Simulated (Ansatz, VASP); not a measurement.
# WS2 in two plane-wave programs

One calculation is typed for both programs; each brings its own data sets. How far apart do they land? The structure shown is the start of the Ansatz relaxation below; VASP solves that cell, so the two are compared at the walk's first step.

Method: plane waves, with VASP 6.6.1 beside it; single point at LDA, in Ansatz 0.2.0.

## Step 1: The structure

The cell holds 3 atoms: 1 W and 2 S. Its edges and angles: a = 3.232 Å, b = 3.232 Å, c = 30.184 Å, α = 90.0°, β = 90.0°, γ = 120.0°. Vacuum lies along c. The height across the vacuum is the one that the program set for its solve, not the one typed.

## Step 2: Ansatz: relaxation, LDA

Ansatz runs on its default PAW (the set named soft_2) files.

The two programs are compared at the cell with which this relaxation starts, whose forces are those of its first step.

The input, input.yaml:

```yaml
crystal:
  lattice:
    - [3.2316835169, 0.0, 0.0]
    - [-1.6158417585, 2.7987200227, 0.0]
    - [0.0, 0.0, 19.130296]
  atoms:
    - { symbol: W, position: [0.0, 0.0, 0.5] }
    - { symbol: S, position: [0.6666666667, 0.3333333333, 0.41656653] }
    - { symbol: S, position: [0.6666666667, 0.3333333333, 0.58343347] }
  periodic: [true, true, false]
kpoints:
  mp_grid: { grid: [8, 8, 1] }
scf:
  occupations: { method: fermi_dirac, width: 0.05 }
hamiltonian:
  xc: lda
output:
  forces: true
  stress: true
relax:
  f_tol: 0.02
  max_steps: 50
  cell: {}
```

The run is started by

```bash
> ansatz run input.yaml --threads 1 --pin off --max-ram 4096MiB --backend cpu --events-out ev --progress --plain --runs-dir out
```

Numbers of over 12 decimals in the logs are rounded to 6 here.

Output:

```text
Warning: crystal.periodic: the lattice vector that does not repeat stood 0.000° off the slab's normal, 19.130 Å along it as the deck builds it. The run solves the slab on a vector along the normal, 30.184 Å long, with every atom where it was (on the deck's vector they left 15.94 Å outside them, and the widest stretch free of ions among them is 1.60 Å). A fractional position that the run reports is one of the run's ce [...]
crystal.periodic: the lattice vector that does not repeat stood 0.000° off the slab's normal, 19.130 Å along it as the deck builds it. The run solves the slab on a vector along the normal, 30.184 Å long, with every atom where it was (on the deck's vector they left 15.94 Å outside them, and the widest stretch free of ions among them is 1.60 Å). A fractional position that the run reports is one of the run's cell, which [...]
Engine: ansatz 0.2.0, x86_64-unknown-linux-gnu
Pseudopotentials: kind: paw
Pseudopotential: W, paw, valence charge 14, recommended cutoff 420 eV (normal), W.paw.azcp
Pseudopotential: S, paw, valence charge 6, recommended cutoff 420 eV (normal), S.paw.azcp
Functional definition: SPW92
  exchange = slater_x
  correlation = pw_c
Crystal: 3 atoms, lattice volume = 273.005 Å³
Basis set: ecut = 420 eV, 5453 PW (Γ)
Bands: 17, of which v1, the nominal top of the filled ones, is band 13 counted from 1 (12 counted from 0)
Symmetry: 12 space group operations
Space group: P-6m2 (ITA 187), of the structure as read, at distance tolerance 6.5e-5 Å
k-points: 10 of 64 (time reversal used)
Non-local potential: W, projectors of the file, l = 0: 3, l = 1: 2, l = 2: 2, l = 3: 1
Non-local potential: S, projectors of the file, l = 0: 2, l = 1: 2, l = 2: 2
PAW form: soft (Blöchl's): semilocal exchange-correlation on the pseudo side does not see the compensation charge
PAW frozen core: W, regenerated for the run's functional, and the local potential with it (the file was generated under x = pbe(κ = 0.804, μ = 0.219515), c = pbe(β = 0.066725))
PAW frozen core: S, regenerated for the run's functional, and the local potential with it (the file was generated under x = pbe(κ = 0.804, μ = 0.219515), c = pbe(β = 0.066725))
PAW one-centre angular grid: W, 590 points (default); XC on 64 Gauss nodes
PAW one-centre angular grid: S, 110 points (default); XC on 64 Gauss nodes
Initial density: superposition of atomic densities (neutral atoms: chi_scale 0, normalization atom), corrected by the library's trained network
Initial wavefunctions: pseudopotential atomic-orbital guess
Functional: x = slater, c = lda
SCF iter   1: F=—  HF=-11871.385267 eV  |F-HF|=—  |Δ(HF+E_count)|=         —  Δρ=4.79e-3  dr2=1.36e-1  ethr=1.77e-3  ⟨swp⟩=14.3  Hψ=1693  notcnv=0
[...]
SCF iter   7: F=-11871.555401 eV  HF=-11871.555401 eV  |F-HF|=1.95e-8  |Δ(HF+E_count)|=   1.53e-7  Δρ=6.21e-6  dr2=5.32e-8  ethr=1.15e-9  ⟨swp⟩=8.6  Hψ=952  notcnv=0
SCF 2 converged in 7 iterations: F = -11871.555401 eV  dr2 = 5.32e-8
relax step   2: F+E_penalty+E_count = -11871.55540062 eV  Δ(F+E_penalty+E_count) = -1.848e-1 eV  max|allowed force component| = 7.476e-1 eV/Å  Δτ_max = 0.0629 Å  P = +2.824 N/m  Ω = 252.420 Å³  energy of the carried Pulay correction = +5.888e-4 eV  fix = [c, alpha, beta]  reactions: c +0.000 N/m  (7 SCF iters, dr2 threshold 3.00e-7 eV, accepted)
[...]
relax step   3: F+E_penalty+E_count = -11871.58185038 eV  Δ(F+E_penalty+E_count) = -2.645e-2 eV  max|allowed force component| = 1.868e-1 eV/Å  Δτ_max = 0.0379 Å  P = -0.143 N/m  Ω = 254.634 Å³  energy of the carried Pulay correction = +5.233e-4 eV  fix = [c, alpha, beta]  reactions: c +0.000 N/m  (7 SCF iters, dr2 threshold 3.00e-7 eV, accepted)
[...]
relax step   4: F+E_penalty+E_count = -11871.58358531 eV  Δ(F+E_penalty+E_count) = -1.735e-3 eV  max|allowed force component| = 3.367e-3 eV/Å  Δτ_max = 0.0120 Å  P = -0.198 N/m  Ω = 255.895 Å³  energy of the carried Pulay correction = +4.862e-4 eV  fix = [c, alpha, beta]  reactions: c +0.000 N/m  (5 SCF iters, dr2 threshold 3.00e-7 eV, accepted)
[...]
relax step   5: F+E_penalty+E_count = -11871.58371852 eV  Δ(F+E_penalty+E_count) = -1.332e-4 eV  max|allowed force component| = 8.688e-4 eV/Å  Δτ_max = 0.0014 Å  P = +0.009 N/m  Ω = 255.328 Å³  energy of the carried Pulay correction = +5.029e-4 eV  fix = [c, alpha, beta]  reactions: c +0.000 N/m  (5 SCF iters, dr2 threshold 5.63e-8 eV, accepted)
[...]
relax step   6: F+E_penalty+E_count = -11871.58323675 eV  Δ(F+E_penalty+E_count) = +4.818e-4 eV  max|allowed force component| = 1.087e-3 eV/Å  Δτ_max = 0.0000 Å  P = +0.008 N/m  Ω = 255.328 Å³  fix = [c, alpha, beta]  reactions: c +0.000 N/m  stress off target by 7.58e-3 N/m on what of the cell is left free  SCF on the basis re-selected at this cell (its energy is not comparable with the rows above)  (6 SCF iters)
basis re-selected at this cell: Δ(F+E_penalty+E_count) = +4.818e-4 eV, ΔP = -0.001 N/m vs the last step (what re-selecting the basis moved, of the pressure what is left beyond the Pulay correction that the steps carried, after the strain that the cell walked since its last selection, with what the two solves' SCF thresholds leave and, on support functions, any second-order correction that the steps lacked; it is no m [...]
SCF converged after 6 iterations
Free energy (F): -11871.583237 eV
Harris-Foulkes:  -11871.583237 eV  (|F-HF|=7.28e-12)
Internal energy: -11871.583237 eV  (E = F + TS)
E sigma→0 (E₀):  -11871.583237 eV
Fermi energy:    -4.968959 eV
--- Per-component energies (eV) ---
  E_band       = -628.362618
  E_kinetic    = 669.992742
  E_local      = -45828.673988  (includes V_loc(G=0)·N_el)
  E_nonlocal   = 65.256213
  E_hartree    = 22511.751399
  E_xc         = -459.456085
  E_vxc        = -416.839769  (∫ρ·V_xc dr)
  E_paw        = -9447.479996  (= ΣΔE_a)
  E_vpaw       = -141.600524  (= ΣTr[D̂ρ^β])
  E_aug_tail   = -0.000067  (compensation charges beyond the density's cutoff)
  E_ewald      = 20616.436998
  E_core_change = 0.589548  (= ΣΔE_core)
  E_smearing   = -0.000000  (= −TS)
  E_closure    = 0.000000  (closes the sum)
  Σ components = -11871.583237   (vs F -11871.583237, Δ=0.00e0)
--- Forces (eV/Å), atoms counted from 1 ---
  atom   1  W     -0.00000000     0.00000000    -0.00000000
  atom   2  S     -0.00000000     0.00000000    -0.00108736
  atom   3  S     -0.00000000    -0.00000000     0.00108736
  max |Σ_I F_I| component: 5.09e-17 eV/Å
--- 2D stress c σ (N/m, compression-positive) ---
        0.007580       0.000000       0.000000
        0.000000       0.007580       0.000000
        0.000000       0.000000       0.000000
  P = ½ c Tr σ = 0.0076 N/m
--- Relaxed structure (5 steps of the walk, 5 accepted, 1 SCFs on fresh bases) ---
  F+E_penalty+E_count = -11871.58323675 eV   max|allowed force component| = 1.087e-3 eV/Å   (the final SCF, on the basis selected at the relaxed cell)
  cell:  # Å, volume = 255.3282 Å³
    - [3.125306, 2.7917341248905427e-11, 0.0]
    - [-1.562653, 2.706595, 0.0]
    - [0.0, 0.0, 30.184428]
  atoms:
    - { symbol: W, position: [3.2895497025451866e-17, 4.111937129797065e-18, 0.316890] }
    - { symbol: S, position: [0.666667, 0.333333, 0.265193] }
    - { symbol: S, position: [0.666667, 0.333333, 0.368588] }
```

## Step 3: VASP: single point, LDA, start cell

The same cell, functional (in two slightly different forms), mesh and smearing now go to VASP, with its own data sets.

Lines of VASP's logs that name or quote its potential files are left out, and so is its time.

The input, INCAR:

```
SYSTEM = WS2
PREC = Accurate
ENCUT = 520
EDIFF = 1E-06
NELM = 120
ISMEAR = -1
SIGMA = 0.05
LREAL = .FALSE.
ALGO = Normal
GGA = PW92
NBANDS = 15
LASPH = .TRUE.
LORBIT = 11
LWAVE = .FALSE.
LCHARG = .FALSE.
ISIF = 2
LDIPOL = .TRUE.
IDIPOL = 3
DIPOL = 0.5 0.5 0.317
LVHAR = .TRUE.
GGA_COMPAT = .FALSE.
EFERMI = MIDGAP
NELMDL = -8
```

The input, POSCAR:

```
WS2
1.0
    3.2316840000      0.0000000000      0.0000000000
   -1.6158420000      2.7987200000      0.0000000000
    0.0000000000      0.0000000000     30.1844280000
W S
1 2
Direct
    0.0000000000      0.0000000000      0.3168901528
    0.6666666667      0.3333333333      0.2640116620
    0.6666666667      0.3333333333      0.3697686436
```

The input, KPOINTS:

```
Automatic mesh
0
Gamma
8 8 1
0 0 0
```

The projector-augmented-wave data sets are W and S (LDA family, release 64).

The run is started by

```bash
> mpirun -np 1 vasp_std
```

Output:

```text
[banner, memory and clock lines left out]
running    1 mpi-ranks, on    1 nodes
 distrk:  each k-point on    1 cores,    1 groups
 distr:  one band on    1 cores,    1 groups

 POSCAR found type information on POSCAR W S
 POSCAR found :  2 types and       3 ions
|                                                                             |
|               ----> ADVICE to this user running VASP <----                  |
|                                                                             |
|     You enforced a specific xc type in the INCAR file but a different       |
|     [... a line on the potential file left out ...]
|     I HOPE YOU KNOW WHAT YOU ARE DOING!                                     |
|                                                                             |

 LDA part: xc-table for (Slater(with rela. corr.)+PW92), standard interpolation
 POSCAR, INCAR and KPOINTS ok, starting setup
 FFT: planning ... GRIDC
 FFT: planning ... GRID_SOFT
 FFT: planning ... GRID
 WAVECAR not read
 entering main loop
       N       E                     dE             d eps       ncg     rms          rms(c)
DAV:   1     0.136366845303E+03    0.13637E+03   -0.57815E+03   300   0.849E+02
DAV:   2    -0.862180727997E+01   -0.14499E+03   -0.13585E+03   501   0.156E+02
DAV:   3    -0.271738714852E+02   -0.18552E+02   -0.18398E+02   433   0.707E+01
DAV:   4    -0.275677036043E+02   -0.39383E+00   -0.39216E+00   378   0.132E+01
DAV:   5    -0.275778153178E+02   -0.10112E-01   -0.10106E-01   441   0.202E+00
DAV:   6    -0.275782870572E+02   -0.47174E-03   -0.47172E-03   407   0.454E-01
DAV:   7    -0.275783056039E+02   -0.18547E-04   -0.18546E-04   426   0.846E-02
DAV:   8    -0.275783067388E+02   -0.11349E-05   -0.11349E-05   391   0.203E-02    0.247E+01
DAV:   9    -0.262812705640E+02    0.12970E+01   -0.38773E+00   410   0.137E+01    0.103E+01
DAV:  10    -0.261387731494E+02    0.14250E+00   -0.14157E+00   398   0.957E+00    0.582E+00
DAV:  11    -0.260092547373E+02    0.12952E+00   -0.21471E-01   377   0.400E+00    0.770E-01
DAV:  12    -0.260097507253E+02   -0.49599E-03   -0.37345E-02   426   0.130E+00    0.349E-01
DAV:  13    -0.260083010692E+02    0.14497E-02   -0.44102E-03   370   0.476E-01    0.129E-01
DAV:  14    -0.260083643418E+02   -0.63273E-04   -0.51268E-04   391   0.180E-01    0.472E-02
[...]
DAV:  18    -0.260089450163E+02   -0.69088E-04   -0.49274E-06   426   0.129E-02    0.534E-03
DAV:  19    -0.260090443994E+02   -0.99383E-04   -0.91018E-06   356   0.100E-02    0.302E-03
DAV:  20    -0.260090638975E+02   -0.19498E-04   -0.42896E-07   369   0.334E-03    0.138E-03
DAV:  21    -0.260090901437E+02   -0.26246E-04   -0.12946E-06   301   0.374E-03    0.917E-04
DAV:  22    -0.260090932834E+02   -0.31397E-05   -0.19771E-07   326   0.149E-03    0.564E-04
DAV:  23    -0.260090992718E+02   -0.59885E-05   -0.18734E-07   290   0.133E-03    0.506E-04
DAV:  24    -0.260091015473E+02   -0.22754E-05   -0.66215E-08   311   0.736E-04    0.278E-04
DAV:  25    -0.260091025230E+02   -0.97576E-06   -0.14015E-08   304   0.393E-04
   1 F= -.26009103E+02 E0= -.26009103E+02  d E =-.615265E-09
```

Parts of OUTCAR (step 3):

```text
ion  position               nearest neighbor table
   1  0.000  0.000  0.317-   2 2.46   3 2.46   2 2.46   3 2.46   2 2.46   3 2.46
   2  0.667  0.333  0.264-   1 2.46   1 2.46   1 2.46
   3  0.667  0.333  0.370-   1 2.46   1 2.46   1 2.46

  LATTYP: Found a hexagonal cell.
 ALAT       =     3.2316840000
 C/A-ratio  =     9.3401545448

 Subroutine GETGRP returns: Found 12 space group operations
 (whereof  6 operations were pure point group operations)

The static configuration has the point symmetry C_3v.
 The point group associated with its full space group is D_3h.

 Found     10 irreducible k-points:

   k-points           NKPTS =     10   k-points in BZ     NKDIM =     10   number of bands    NBANDS=     15

   dimension x,y,z NGX =    24 NGY =   24 NGZ =  224
   dimension x,y,z NGXF=    48 NGYF=   48 NGZF=  448

   ENCUT  =  520.0 eV  38.22 Ry    6.18 a.u.   6.01  6.01 56.12*2*pi/ulx,y,z

   NELECT =      18.0000    total number of electrons

 k-points in reciprocal lattice and weights: Automatic mesh
   0.00000000  0.00000000  0.00000000       0.016
   0.12500000  0.00000000  0.00000000       0.094
   0.25000000  0.00000000  0.00000000       0.094
   0.37500000  0.00000000  0.00000000       0.094
   0.50000000  0.00000000  0.00000000       0.047
   0.12500000  0.12500000  0.00000000       0.094
   0.25000000  0.12500000  0.00000000       0.188
   0.37500000  0.12500000  0.00000000       0.188
   0.25000000  0.25000000  0.00000000       0.094
   0.37500000  0.25000000  0.00000000       0.094

 dipolmoment           0.000000      0.000000     -0.000000 electrons x Angstroem

 average (electrostatic) potential at core
       1 -49.8573       2 -95.4950       3 -95.4950

 E-fermi :  -2.7940

 k-point     1 :       0.0000    0.0000    0.0000
  band No.  band energies     occupation
    ...
      5      -6.3777      2.00000
      6      -5.7052      2.00000
      7      -5.2331      2.00000
      8      -5.2331      2.00000
      9      -3.7495      2.00000
     10      -0.9561      0.00000
     11      -0.9561      0.00000
     12      -0.8493      0.00000
     13      -0.8493      0.00000
     14       1.1397      0.00000
    ...

 k-point     2 :       0.1250    0.0000    0.0000
  band No.  band energies     occupation
    ...
      5      -6.3754      2.00000
      6      -6.1486      2.00000
      7      -5.5821      2.00000
      8      -4.9971      2.00000
      9      -3.8999      2.00000
     10      -1.3176      0.00000
     11      -1.1170      0.00000
     12      -1.0414      0.00000
     13      -0.5585      0.00000
     14       1.8588      0.00000
    ...

 k-point     3 :       0.2500    0.0000    0.0000
  band No.  band energies     occupation
    ...
      5      -7.3507      2.00000
      6      -6.2337      2.00000
      7      -5.5921      2.00000
      8      -5.2797      2.00000
      9      -4.5112      2.00000
     10      -1.5162      0.00000
     11      -1.3158      0.00000
     12      -0.7570      0.00000
     13       0.1377      0.00000
     14       2.6803      0.00000
    ...

  Total       -4.8644464     -4.8644448     -4.5377340      0.0000000     -0.0000000      0.0000000
  in kB      -28.5478044    -28.5477954    -26.6304388      0.0000000     -0.0000000      0.0000000
  external PRESSURE =     -27.9086796 kB  Pullay stress =       0.0000000 kB

  energy-cutoff  :      520.00
  volume of cell :      273.01
      direct lattice vectors                 reciprocal lattice vectors
     3.231684000  0.000000000  0.000000000     0.309436195  0.178653099  0.000000000
    -1.615842000  2.798720000  0.000000000     0.000000000  0.357306197  0.000000000
     0.000000000  0.000000000 30.184428000     0.000000000  0.000000000  0.033129665

 POSITION                                       TOTAL-FORCE (eV/Angst)
 -----------------------------------------------------------------------------------
      0.00000      0.00000      9.56515        -0.000000     -0.000000      0.000000
      1.61584      0.93291      7.96904         0.000000      0.000000      1.413792
      1.61584      0.93291     11.16125         0.000000      0.000000     -1.413792
 -----------------------------------------------------------------------------------
    total drift:                               -0.000000     -0.000002      0.000002

  FREE ENERGIE OF THE ION-ELECTRON SYSTEM (eV)
  ---------------------------------------------------
  free  energy   TOTEN  =       -26.0091025230 eV

  energy  without entropy=      -26.0091025224  energy(sigma->0) =      -26.00910252

 vacuum level on the upper side and lower side of the slab         2.268         2.268

 total charge
# of ion       s       p       d       tot
------------------------------------------
    1        0.535   0.640   4.140   5.316
    2        1.357   2.319   0.000   3.677
    3        1.357   2.319   0.000   3.677
--------------------------------------------------
tot          3.250   5.278   4.140  12.669

[... 3 further parts left out ...]
```

This run has no spin polarisation, so a moment on W, if there is one, isn't seen. The data set W keeps the semicore shell frozen, which is cheaper and a little less accurate.

## Step 4: Differences

Known differences besides the potentials themselves: Ansatz cuts the interaction across the vacuum, VASP repeats the sheet with a dipole correction; the data sets hold 26 valence electrons in Ansatz (on its default PAW (the set named soft_2) files) and 18 in VASP; the cutoff is 420 eV in Ansatz and 520 eV in VASP; VASP's log shows a relativistic correction to its local exchange, Ansatz's none. Total energies have different zeros and are not compared.

Forces (eV/Å; atoms numbered as in POSCAR):

```csv
atom,"Ansatz x, y, z","VASP x, y, z"
W1,"0.000, 0.000, 0.000","0.000, 0.000, 0.000"
S2,"0.000, 0.000, 1.360","0.000, 0.000, 1.414"
S3,"0.000, 0.000, -1.360","0.000, 0.000, -1.414"
```

The forces differ by 25 meV/Å r.m.s., which is 3.8 % of the r.m.s. force of 0.666 eV/Å (both taken over all components). With vacuum in the cell, a pressure given here is an average over mostly empty space and none of the material.

## Step 5: Other set-ups

Further runs change the set-up of one program: Ansatz's method, potentials or start, or VASP's data sets, cutoff or form of LDA. The table gives that difference for each run.

```
                                                      run  r.m.s. force difference (meV/Å)
                                                 as above                               25
VASP with the data sets W_sv and S and a cutoff of 400 eV                               12
```

## Step 6: Outcome

| Item | Value |
| --- | --- |
| r.m.s. force difference (single point, LDA, start cell) | 3.8 % of the r.m.s. force |

The r.m.s. force difference is 3.8 % of the r.m.s. force (single point, LDA, start cell), beyond the 3 % picked in this series as the mark of a large difference. The data sets hold unlike numbers of valence electrons (26 in Ansatz and 18 in VASP), so part of the differences comes from the potentials. Single point, LDA, start cell, VASP with the data sets W_sv and S and a cutoff of 400 eV: r.m.s. force difference goes from 25 to 12 meV/Å. How closely two codes agree says nothing of how well the functional describes the real material.

[Lines on the potential files, build, host, timing and source positions are cut from VASP's logs without a mark.]

[Logs are printed without paths, hosts, clocks, repeated set-up lines and the standing remarks that a program may print on its own settings, such as how far it seeks lower states.]

[Hosts, paths, dates, database ids (printed as entryN), source tags and the programs' standing remarks are cut or masked in the printed files.]
